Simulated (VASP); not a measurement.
```
ZnS
1.0
    0.00000     2.69059     2.69059
    2.69059     0.00000     2.69059
    2.69059     2.69059     0.00000
Zn S
1 1
Direct
  0.00000   0.00000   0.00000
  0.25000   0.25000   0.25000
```

Calculation: r2SCAN meta-GGA, VASP's PBE PAW potentials (set 64) (plane waves; VASP). Numerical set-up: 400 eV cut-off, 10×10×10 Γ-centred mesh, tetrahedra with Blöchl corrections, potentials Zn S.

Give the energies of bands 2 to 12 at the high-symmetry points, in eV from the valence-band maximum.

| band | Γ | X | U | L | W |
|---|---|---|---|---|---|
| 2 | -6.55 | -6.56 | -6.45 | -6.42 | -6.40 |
| 3 | -6.55 | -6.17 | -6.24 | -6.42 | -6.23 |
| 4 | -6.55 | -6.17 | -6.11 | -5.95 | -6.05 |
| 5 | -5.98 | -5.90 | -5.95 | -5.95 | -6.03 |
| 6 | -5.98 | -5.76 | -5.63 | -5.78 | -5.58 |
| 7 | 0.00 | -4.66 | -4.74 | -5.48 | -4.70 |
| 8 | 0.00 | -2.33 | -3.25 | -0.91 | -2.87 |
| 9 | 0.00 | -2.33 | -1.89 | -0.91 | -2.84 |
| 10 | 2.73 | 3.70 | 4.50 | 3.84 | 6.05 |
| 11 | 6.89 | 4.48 | 6.47 | 7.38 | 6.66 |
| 12 | 6.89 | 11.86 | 10.01 | 7.38 | 8.50 |

The gap is direct, 2.73 eV, from the valence maximum at Γ to the conduction minimum at Γ.

The structure was generated: ZnS was put into the zinc blende type (F-43m), which need not be its known phase. It was relaxed first, which changed the volume by +8 %.
